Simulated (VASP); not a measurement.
A run of VASP 6.6.1 is set up as follows.

Contents of POSCAR:

```
Sb
1.0
    2.1629700000      1.2487900000      3.6801000000
   -2.1629700000      1.2487900000      3.6801000000
    0.0000000000     -2.4975800000      3.6801000000
Sb
2
Direct
    0.2362400000      0.2362400000      0.2362400000
    0.7637600000      0.7637600000      0.7637600000
```

The input INCAR.step1:

```
SYSTEM = Sb
PREC = Accurate
ENCUT = 520
EDIFF = 1E-5
ISMEAR = 0
SIGMA = 0.1
LREAL = .False.
LASPH = .True.
NELM = 80
ALGO = Normal
ISIF = 2
LWAVE = .True.
LCHARG = .False.
NBANDS = 12
GGA = PE
```

INCAR.step2

```
SYSTEM = Sb
PREC = Accurate
ENCUT = 520
EDIFF = 1E-6
ISMEAR = 0
SIGMA = 0.1
LREAL = .False.
LASPH = .True.
NELM = 80
ALGO = Normal
ISIF = 2
LWAVE = .False.
LCHARG = .False.
GGA = PE
LHFCALC = .True.
HFSCREEN = 0.2
PRECFOCK = Fast
NBANDS = 12
ISTART = 1
```

KPOINTS

```
Automatic mesh
0
Gamma
  6 6 6
  0 0 0
```

Potentials or basis: VASP PAW PBE potentials, release 64 (Sb).

Command:

```bash
$ cat potpaw_PBE.64/Sb/POTCAR > POTCAR
$ cp INCAR.step1 INCAR
$ mpirun -np 1 vasp_std > vasp.out
$ cp INCAR.step2 INCAR
$ mpirun -np 1 vasp_std > vasp.out
```

Question: What does it give for the pressure?

Answer: -0.5 GPa.

Question: Predict the largest force.

Answer: 0.490 eV/Å.

Forces in eV/Å, atoms in the order of the input:
```
Sb   0.000  0.000 -0.490
Sb   0.000  0.000  0.490
```

Caveat: the PAW data sets were made with another functional, which shifts forces and pressure a little. The run has no spin-orbit coupling, so splittings on Sb are missing.
